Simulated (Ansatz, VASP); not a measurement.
# Cross-check of H104SN2O52 between VASP and Ansatz

Aim: how closely do two programs agree when they are given the same cell, functional and k mesh? The cell is taken from a series of runs on this material, whose earlier steps may have relaxed, scaled, displaced or heated it; both programs get it as it stands.

Main program and level: Ansatz 0.2.0; plane waves, with VASP 6.6.1 beside it; single point at PBE with D3(BJ).

### 1. The starting structure

The cell holds 159 atoms: 2 N, 104 H, 52 O and 1 S. Its edges and angles: a = 11.519 Å, b = 11.519 Å, c = 11.519 Å, α = 90.0°, β = 90.0°, γ = 90.0°.

### 2. VASP: single point, PBE with D3(BJ)

A single point gives forces, pressure and levels at one fixed geometry, so differences don't come from the geometry; what else differs is listed under the comparison.

Lines of VASP's logs that name or quote its potential files are left out, and so is its time.

INCAR

```
SYSTEM = H104SN2O52
PREC = Accurate
ENCUT = 600
EDIFF = 1E-06
NELM = 120
ISMEAR = -1
SIGMA = 0.025
LREAL = Auto
ALGO = Normal
GGA = PE
IVDW = 12
NBANDS = 327
LORBIT = 11
LWAVE = .FALSE.
LCHARG = .FALSE.
ISIF = 2
LASPH = .TRUE.
GGA_COMPAT = .FALSE.
EFERMI = MIDGAP
```

POSCAR

```
H104SN2O52
1.0
   11.5190700000      0.0000000000      0.0000000000
    0.0000000000     11.5190700000      0.0000000000
    0.0000000000      0.0000000000     11.5190700000
N H O S
2 104 52 1
Direct
    0.7572000000      0.1794100000      0.5393500000
    0.2748900000      0.2769700000      0.9455200000
    0.8370000000      0.1635000000      0.4995000000
    0.7793600000      0.1938900000      0.6237200000
    0.7124000000      0.1044100000      0.5328900000
    0.7129300000      0.2484700000      0.4992300000
    0.2805900000      0.3564600000      0.9092700000
    0.3190200000      0.2210800000      0.8936100000
    0.1879500000      0.2500700000      0.9580400000
    0.3133800000      0.2775000000      0.0278200000
    0.7657200000      0.8341800000      0.0875200000
    0.6768500000      0.8332400000      0.9770800000
    0.6052700000      0.1719500000      0.9535800000
    0.5384200000      0.2502600000      0.8561400000
    0.6809400000      0.4013100000      0.9606000000
    0.5924100000      0.5089800000      0.9348300000
    0.9763900000      0.1111600000      0.7752300000
    0.0065900000      0.2300900000      0.7042300000
    0.8247500000      0.0782600000      0.1236800000
    0.9460300000      0.1455500000      0.0943600000
    0.2478100000      0.7463900000      0.7952900000
    0.2500400000      0.6105200000      0.7549000000
    0.8138300000      0.0089700000      0.7875600000
    0.6743800000      0.0247300000      0.7675400000
    0.0335600000      0.3401900000      0.0292000000
    0.9741700000      0.2471900000      0.9402100000
    0.7020400000      0.8653100000      0.5133200000
    0.7401000000      0.8810600000      0.6489600000
    0.5778700000      0.0092800000      0.3836400000
    0.5269100000      0.0075000000      0.5159100000
[... 123 atom lines left out ...]
    0.3684200000      0.5052200000      0.9737000000
    0.8351800000      0.2908300000      0.7694600000
    0.2378700000      0.6413400000      0.1614700000
    0.1829500000      0.0321700000      0.9517400000
    0.3581000000      0.9393200000      0.3204700000
    0.5180000000      0.9703300000      0.9346500000
```

KPOINTS

```
Automatic mesh
0
Gamma
1 1 1
0 0 0
```

Potentials, in the order of the species: N, H, O and S (PBE family, release 64).

On the command line:

```sh
$ export OMP_NUM_THREADS=3
$ mpirun -np 1 vasp_gam
```

Numbers of over 12 decimals in the logs are rounded to 6 here.

Log:

```text
[banner, memory and clock lines left out]
running    1 mpi-ranks, on    1 nodes
[...]
Offloading initialized ...    1 GPUs detected
[...]
LDA part: xc-table for (Slater+PW92), standard interpolation
 POSCAR, INCAR and KPOINTS ok, starting setup
[...]
entering main loop
       N       E                     dE             d eps       ncg     rms          rms(c)
DAV:   1     0.376361042701E+04    0.37636E+04   -0.25631E+05   670   0.139E+03
DAV:   2    -0.444154673426E+03   -0.42078E+04   -0.39953E+04   813   0.326E+02
DAV:   3    -0.850017974846E+03   -0.40586E+03   -0.40265E+03   796   0.104E+02
DAV:   4    -0.857088937262E+03   -0.70710E+01   -0.70476E+01   804   0.150E+01
[...]
DAV:  18    -0.779809599228E+03    0.40578E-05   -0.10738E-05   772   0.955E-03    0.499E-03
DAV:  19    -0.779809597246E+03    0.19822E-05   -0.33308E-06   660   0.617E-03    0.267E-03
DAV:  20    -0.779809596762E+03    0.48348E-06   -0.10022E-06   572   0.337E-03
   1 F= -.78584759E+03 E0= -.78584759E+03  d E =0.000000E+00
```

Parts of OUTCAR (step 2):

```text
  FREE ENERGIE OF THE ION-ELECTRON SYSTEM (eV)
  ---------------------------------------------------
  free  energy   TOTEN  =      -785.8475897003 eV

  energy  without entropy=     -785.8475897003  energy(sigma->0) =     -785.84758970
```

The run ends at a pressure of -1.44 GPa, with forces up to 5.4 eV/Å.

### 3. Ansatz: single point, PBE with D3(BJ)

Ansatz runs on its default PAW (the set named soft_2) files.

The same cell, functional, mesh and smearing now go to Ansatz, which takes its cutoff from its data sets.

input.yaml

```yaml
crystal:
  lattice:
    - [11.51907, 0.0, 0.0]
    - [0.0, 11.51907, 0.0]
    - [0.0, 0.0, 11.51907]
  atoms:
    - { symbol: "N", position: [0.7572, 0.17941, 0.53935] }
    - { symbol: H, position: [0.837, 0.1635, 0.4995] }
    - { symbol: H, position: [0.77936, 0.19389, 0.62372] }
    - { symbol: H, position: [0.7124, 0.10441, 0.53289] }
    - { symbol: H, position: [0.71293, 0.24847, 0.49923] }
    - { symbol: "N", position: [0.27489, 0.27697, 0.94552] }
    - { symbol: H, position: [0.28059, 0.35646, 0.90927] }
    - { symbol: H, position: [0.31902, 0.22108, 0.89361] }
    - { symbol: H, position: [0.18795, 0.25007, 0.95804] }
    - { symbol: H, position: [0.31338, 0.2775, 0.02782] }
    - { symbol: O, position: [0.53965, 0.00659, 0.81997] }
    - { symbol: S, position: [0.518, 0.97033, 0.93465] }
    - { symbol: O, position: [0.59574, 0.02975, 0.00737] }
    - { symbol: O, position: [0.53651, 0.84663, 0.94555] }
    - { symbol: O, position: [0.40228, 0.99862, 0.96617] }
    - { symbol: O, position: [0.76027, 0.83056, 0.00096] }
    - { symbol: H, position: [0.76572, 0.83418, 0.08752] }
    - { symbol: H, position: [0.67685, 0.83324, 0.97708] }
    - { symbol: O, position: [0.60998, 0.24364, 0.90484] }
    - { symbol: H, position: [0.60527, 0.17195, 0.95358] }
    - { symbol: H, position: [0.53842, 0.25026, 0.85614] }
    - { symbol: O, position: [0.66215, 0.48382, 0.97999] }
    - { symbol: H, position: [0.68094, 0.40131, 0.9606] }
    - { symbol: H, position: [0.59241, 0.50898, 0.93483] }
    - { symbol: O, position: [0.03698, 0.15258, 0.72886] }
    - { symbol: H, position: [0.97639, 0.11116, 0.77523] }
    - { symbol: H, position: [0.00659, 0.23009, 0.70423] }
    - { symbol: O, position: [0.88571, 0.13144, 0.15517] }
    - { symbol: H, position: [0.82475, 0.07826, 0.12368] }
    - { symbol: H, position: [0.94603, 0.14555, 0.09436] }
    - { symbol: O, position: [0.29659, 0.68358, 0.76047] }
    - { symbol: H, position: [0.24781, 0.74639, 0.79529] }
    - { symbol: H, position: [0.25004, 0.61052, 0.7549] }
    - { symbol: O, position: [0.75111, 0.01584, 0.72793] }
    - { symbol: H, position: [0.81383, 0.00897, 0.78756] }
    - { symbol: H, position: [0.67438, 0.02473, 0.76754] }
    - { symbol: O, position: [0.03241, 0.25719, 0.00381] }
    - { symbol: H, position: [0.03356, 0.34019, 0.0292] }
    - { symbol: H, position: [0.97417, 0.24719, 0.94021] }
    - { symbol: O, position: [0.73243, 0.82443, 0.58362] }
    - { symbol: H, position: [0.70204, 0.86531, 0.51332] }
    - { symbol: H, position: [0.7401, 0.88106, 0.64896] }
    - { symbol: O, position: [0.59826, 0.99834, 0.46731] }
    - { symbol: H, position: [0.57787, 0.00928, 0.38364] }
    - { symbol: H, position: [0.52691, 0.0075, 0.51591] }
    - { symbol: O, position: [0.99268, 0.30931, 0.43652] }
    - { symbol: H, position: [0.00459, 0.26209, 0.36465] }
    - { symbol: H, position: [0.93503, 0.37223, 0.42058] }
    - { symbol: O, position: [0.98568, 0.85421, 0.33019] }
[... 2 lines left out ...]
    - { symbol: O, position: [0.94438, 0.51191, 0.7416] }
[... 2 lines left out ...]
    - { symbol: O, position: [0.74877, 0.61015, 0.64541] }
[... 2 lines left out ...]
    - { symbol: O, position: [0.27354, 0.72488, 0.36742] }
[... 2 lines left out ...]
    - { symbol: O, position: [0.37967, 0.19752, 0.15146] }
[... 2 lines left out ...]
    - { symbol: O, position: [0.38589, 0.15766, 0.49951] }
[... 2 lines left out ...]
    - { symbol: O, position: [0.93212, 0.00251, 0.8956] }
[... 2 lines left out ...]
    - { symbol: O, position: [0.17485, 0.4362, 0.72809] }
[... 2 lines left out ...]
    - { symbol: O, position: [0.54643, 0.54547, 0.40488] }
[... 2 lines left out ...]
    - { symbol: O, position: [0.53333, 0.63151, 0.83342] }
[... 2 lines left out ...]
    - { symbol: O, position: [0.84642, 0.6227, 0.92348] }
[... 2 lines left out ...]
    - { symbol: O, position: [0.42216, 0.6936, 0.56082] }
[... 2 lines left out ...]
    - { symbol: O, position: [0.19175, 0.94455, 0.69849] }
[... 2 lines left out ...]
    - { symbol: O, position: [0.26921, 0.44202, 0.29792] }
[... 2 lines left out ...]
    - { symbol: O, position: [0.77878, 0.28499, 0.30294] }
[... 44 lines left out ...]
    - { symbol: O, position: [0.65551, 0.40433, 0.53897] }
[... 2 lines left out ...]
    - { symbol: O, position: [0.84248, 0.51, 0.3869] }
[... 2 lines left out ...]
    - { symbol: O, position: [0.15507, 0.233, 0.21991] }
[... 2 lines left out ...]
    - { symbol: O, position: [0.36842, 0.50522, 0.9737] }
[... 2 lines left out ...]
    - { symbol: O, position: [0.83518, 0.29083, 0.76946] }
    - { symbol: H, position: [0.84918, 0.37546, 0.75615] }
    - { symbol: H, position: [0.77154, 0.28082, 0.82766] }
    - { symbol: O, position: [0.23787, 0.64134, 0.16147] }
    - { symbol: H, position: [0.27894, 0.67313, 0.23104] }
    - { symbol: H, position: [0.24782, 0.6958, 0.0946] }
    - { symbol: O, position: [0.18295, 0.03217, 0.95174] }
    - { symbol: H, position: [0.26926, 0.02792, 0.96004] }
    - { symbol: H, position: [0.16137, 0.02206, 0.86826] }
    - { symbol: O, position: [0.3581, 0.93932, 0.32047] }
    - { symbol: H, position: [0.3474, 0.85334, 0.32581] }
    - { symbol: H, position: [0.30662, 0.97854, 0.37833] }
kpoints:
  mp_grid: { grid: [1, 1, 1] }
hamiltonian:
  xc: pbe
  dispersion: d3bj
scf:
  occupations: { method: fermi_dirac, width: 0.025 }
output:
  forces: true
  stress: true
  populations: intrinsic
  dos:
    method: { smearing: { sigma: 0.1 } }
    de: 0.1
    projected: { site_lists: { H: [H], "N": ["N"], O: [O], S: [S] } }
  eigenvalues: true
```

On the command line:

```sh
$ ansatz run input.yaml --threads 4 --pin off --max-ram 8192MiB --backend cpu --events-out ev --progress --plain --runs-dir out
```

Log:

```text
Engine: ansatz 0.2.0, x86_64-unknown-linux-gnu
Pseudopotentials: kind: paw
Pseudopotential: N, paw, valence charge 5, recommended cutoff 420 eV (normal), N.paw.azcp
Pseudopotential: H, paw, valence charge 1, recommended cutoff 420 eV (normal), H.paw.azcp
Pseudopotential: O, paw, valence charge 6, recommended cutoff 420 eV (normal), O.paw.azcp
Pseudopotential: S, paw, valence charge 6, recommended cutoff 420 eV (normal), S.paw.azcp
Functional definition: PBE
  parameter kappa = 0.804
  parameter beta = 0.066725
  exchange = pbe_x(kappa = kappa, mu = beta*pi^2/3)
  correlation = pbe_c(beta = beta)
Crystal: 159 atoms, lattice volume = 1528.454 Å³
Basis set: ecut = 420 eV, 29855 PW (Γ), exchange–correlation on 160×160×160 points (8 copies of the dense FFT grid, shifted against one another)
Bands: 375, of which v1, the nominal top of the filled ones, is band 216 counted from 1 (215 counted from 0)
Symmetry: 1 space group operations
Space group: P1 (ITA 1), of the structure as read, at distance tolerance 1.2e-4 Å
k-points: 1
Non-local potential: N, projectors of the file, l = 0: 2, l = 1: 2, l = 2: 1
Non-local potential: H, projectors of the file, l = 0: 2, l = 1: 1
Non-local potential: O, projectors of the file, l = 0: 2, l = 1: 2, l = 2: 1
Non-local potential: S, projectors of the file, l = 0: 2, l = 1: 2, l = 2: 2
PAW form: soft (Blöchl's): semilocal exchange-correlation on the pseudo side does not see the compensation charge
PAW one-centre angular grid: N, 110 points (default); XC on 64 Gauss nodes
PAW one-centre angular grid: H, 110 points (default); XC on 64 Gauss nodes
PAW one-centre angular grid: O, 110 points (default); XC on 64 Gauss nodes
PAW one-centre angular grid: S, 110 points (default); XC on 64 Gauss nodes
Initial density: superposition of atomic densities (neutral atoms: chi_scale 0, normalization atom), corrected by the library's trained network
Initial wavefunctions: pseudopotential atomic-orbital guess
Functional: x = pbe(κ = 0.804, μ = 0.219515), c = pbe(β = 0.066725)
SCF iter   1: F=—  HF=-32852.985245 eV  |F-HF|=—  |Δ(HF+E_count)|=         —  Δρ=3.00e-3  dr2=1.48e-1  ethr=1.77e-3  ⟨swp⟩=6.0  Hψ=1755  notcnv=0  defer=73
preconditioner: auto → Resta (q_TF=auto, 2.210 Å⁻¹)  ε∞=2.2  [insulator: Δε(μ)=4.084 eV  Ē_g=17.786 eV  σ=0.025 eV  W_gap=1.00  n_scr=256 (ndim 8)  ℏωp=19.7 eV  f_vac=0.256  D(μ)=0.00/eV (n_scr^D=0)  ε∞_Penn≈2.2]
SCF iter   2: F=—  HF=-32852.895634 eV  |F-HF|=—  |Δ(HF+E_count)|=   8.96e-2  Δρ=1.50e-3  dr2=3.43e-2  ethr=3.44e-5  ⟨swp⟩=2.0  Hψ=545  notcnv=0  defer=152
SCF iter   3: F=—  HF=-32852.873598 eV  |F-HF|=—  |Δ(HF+E_count)|=   2.20e-2  Δρ=7.11e-4  dr2=9.34e-3  ethr=7.93e-6  ⟨swp⟩=2.0  Hψ=446  notcnv=0  defer=152
SCF iter   4: F=—  HF=-32852.871149 eV  |F-HF|=—  |Δ(HF+E_count)|=   2.45e-3  Δρ=1.86e-4  dr2=7.03e-4  ethr=2.16e-6  ⟨swp⟩=2.0  Hψ=446  notcnv=0  defer=152
SCF iter   5: F=—  HF=-32852.871155 eV  |F-HF|=—  |Δ(HF+E_count)|=   6.10e-6  Δρ=7.98e-5  dr2=9.83e-5  ethr=1.63e-7  ⟨swp⟩=2.0  Hψ=385  notcnv=0  defer=152
SCF iter   6: F=—  HF=-32852.871302 eV  |F-HF|=—  |Δ(HF+E_count)|=   1.47e-4  Δρ=4.04e-5  dr2=2.00e-5  ethr=2.28e-8  ⟨swp⟩=2.0  Hψ=570  notcnv=0  defer=152
SCF iter   7: F=—  HF=-32852.871299 eV  |F-HF|=—  |Δ(HF+E_count)|=   3.61e-6  Δρ=1.19e-5  dr2=1.87e-6  ethr=4.63e-9  ⟨swp⟩=2.0  Hψ=439  notcnv=0  defer=152
SCF iter   8: F=—  HF=-32852.871299 eV  |F-HF|=—  |Δ(HF+E_count)|=   1.93e-8  Δρ=3.94e-6  dr2=2.28e-7  ethr=4.34e-10  ⟨swp⟩=2.0  Hψ=438  notcnv=0  defer=152
SCF iter   9: F=-32852.871299 eV  HF=-32852.871299 eV  |F-HF|=4.27e-8  |Δ(HF+E_count)|=   2.05e-8  Δρ=2.09e-6  dr2=5.38e-8  ethr=2.31e-11  ⟨swp⟩=16.0  Hψ=2418  notcnv=0
SCF 1 converged in 9 iterations: F = -32852.871299 eV  dr2 = 5.38e-8
  greatest PAW one-centre occupation: 0.878 electrons in one spin orbital (limit 2), on the O atom at site 10 (counted from 0), in its partial waves of l = 0
SCF converged after 9 iterations
Free energy (F): -32852.871299 eV
Harris-Foulkes:  -32852.871299 eV  (|F-HF|=4.27e-8)
Internal energy: -32852.871299 eV  (E = F + TS)
E sigma→0 (E₀):  -32852.871299 eV
Fermi energy:    0.304260 eV
--- Per-component energies (eV) ---
  E_band       = -4033.033073
  E_kinetic    = 10908.265711
  E_local      = -34685.402577  (includes V_loc(G=0)·N_el)
  E_nonlocal   = 2795.473978
  E_hartree    = 12618.131214
  E_xc         = -4943.510292
  E_vxc        = -6281.004443  (∫ρ·V_xc dr)
  E_paw        = -9162.608373  (= ΣΔE_a)
  E_vpaw       = -2006.621601  (= ΣTr[D̂ρ^β])
  E_aug_tail   = 0.009867  (compensation charges beyond the density's cutoff)
  E_ewald      = -10377.192020
  E_disp       = -6.038807  (pairwise vdW)
  E_smearing   = -0.000000  (= −TS)
  E_closure    = -0.000000  (closes the sum)
  Σ components = -32852.871299   (vs F -32852.871299, Δ=0.00e0)
--- Forces (eV/Å), atoms counted from 1 ---
  atom   1  N      1.20688111     0.60543291    -0.58686606
[...]
atom 138  H      0.07375234    -0.01209309     0.11903482
  atom 139  O     -0.55148500     0.00245086    -0.02356429
  atom 140  H     -0.18584377    -0.71814126     0.27890113
  atom 141  H      0.14194368     0.41394931    -0.35205809
  atom 142  O     -0.35031483     0.31755803    -0.47287332
  atom 143  H      0.94159033    -0.45613555     0.93568947
  atom 144  H     -0.52289337     0.24856787    -0.09478348
  atom 145  O     -0.18966513     0.36250826     0.46816405
  atom 146  H      0.81121814     0.39446682    -0.93277806
  atom 147  H     -0.63583271    -0.88454001     0.57476783
  atom 148  O     -0.53973272     0.17564902     0.60071899
  atom 149  H      0.14473213    -0.38268379     0.28453986
  atom 150  H      0.30612860     0.14874240    -0.80801210
  atom 151  O     -0.03800371    -0.46874471     0.12901652
  atom 152  H     -0.34958970     0.19141619    -0.78943941
  atom 153  H      0.61687618     0.05849460     0.29384357
  atom 154  O     -0.59200070     0.22130875    -0.43901538
  atom 155  H     -0.34897751    -0.21734452    -0.84897720
  atom 156  H      1.16983002     0.10385139     0.73149081
  atom 157  O     -0.78008875     0.04743295     0.23094271
  atom 158  H     -0.45012809     0.93873949     0.14845968
  atom 159  H      0.90074861    -0.69456872    -0.56362809
  max |Σ_I F_I| component: 8.48e-5 eV/Å
--- Stress (GPa, compression-positive) ---
       -1.661731      -0.027911       0.274979
       -0.027911      -0.785281      -0.057989
        0.274979      -0.057989      -1.108200
  P = ⅓ Tr σ = -1.1851 GPa (-11.851 kbar)
--- Band table (eV) ---
  k-point 0: bands = [... 212 lower, -2.1143, -1.8465, -1.6714, -1.6435, 2.2449, 3.4420, 3.5577, 3.7343, ... 155 higher]
--- intrinsic populations: 159 sites ---
  site symbol       q [e]
     0      N      5.6056
     1      H      0.6589
     2      H      0.6604
     3      H      0.6573
     4      H      0.6577
     5      N      5.6114
     6      H      0.6329
     7      H      0.6512
     8      H      0.6680
     9      H      0.6660
    10      O      6.8654
    11      S      3.4171
    12      O      6.9344
    13      O      6.9204
    14      O      6.9654
    15      O      6.7881
    16      H      0.6328
    17      H      0.6346
    18      O      6.8058
    19      H      0.6283
    20      H      0.6210
    21      O      6.7423
    22      H      0.6130
    23      H      0.6080
[...]
151      H      0.6225
   152      H      0.6179
   153      O      6.7833
   154      H      0.6310
   155      H      0.6311
   156      O      6.7200
   157      H      0.6112
   158      H      0.5958
  spilling = -0.000000 (of n_electrons = 432.000000)
```

### 4. Differences

Known differences besides the potentials themselves: the cutoff is 420 eV in Ansatz and 600 eV in VASP (PREC = Accurate, projectors in real space). Total energies have different zeros and are not compared.

Compared:

```csv
quantity,Ansatz,VASP,difference
pressure (GPa),-1.19,-1.44,+0.25
gap on the k mesh (eV),3.888,3.877,+0.011
```

Forces on 7 of the 159 atoms, those with the largest forces and the largest differences (eV/Å; atoms numbered as in POSCAR):

```csv
atom,"Ansatz x, y, z","VASP x, y, z"
H46,"-1.411, -0.222, 0.686","-1.337, -0.211, 0.662"
H91,"0.165, 0.240, -1.505","0.175, 0.220, -1.429"
O107,"1.413, 1.074, -5.222","1.295, 0.890, -4.644"
O108,"3.811, 2.772, 3.676","3.423, 2.483, 3.324"
O109,"0.398, -3.223, 0.074","0.342, -2.846, 0.035"
O110,"-3.736, 1.143, 1.239","-3.263, 1.020, 1.103"
S159,"-1.099, -1.801, 1.532","-1.036, -1.581, 1.482"
```

The forces differ by 64 meV/Å r.m.s., which is 10.0 % of the r.m.s. force of 0.638 eV/Å (both taken over all components). A gap on the mesh is an upper bound, since the band edges may lie between its points.

### 5. Results

| Quantity | Value |
| --- | --- |
| r.m.s. force difference (single point, PBE with D3(BJ)) | 10 % of the r.m.s. force |

In words: The r.m.s. force difference is 10 % of the r.m.s. force (single point, PBE with D3(BJ)), beyond the 3 % picked in this series as the mark of a large difference. What causes the difference of the single point, PBE with D3(BJ) pair stays open here. Such differences can come from data sets, numerical settings and the points named under the comparisons, not from the functional's error against experiment.

[Lines on the potential files, build, host, timing and source positions are cut from VASP's logs without a mark.]

[Logs are printed without paths, hosts, clocks, repeated set-up lines and the standing remarks that a program may print on its own settings, such as how far it seeks lower states.]

[Hosts, paths, dates, database ids (printed as entryN), source tags and the programs' standing remarks are cut or masked in the printed files.]
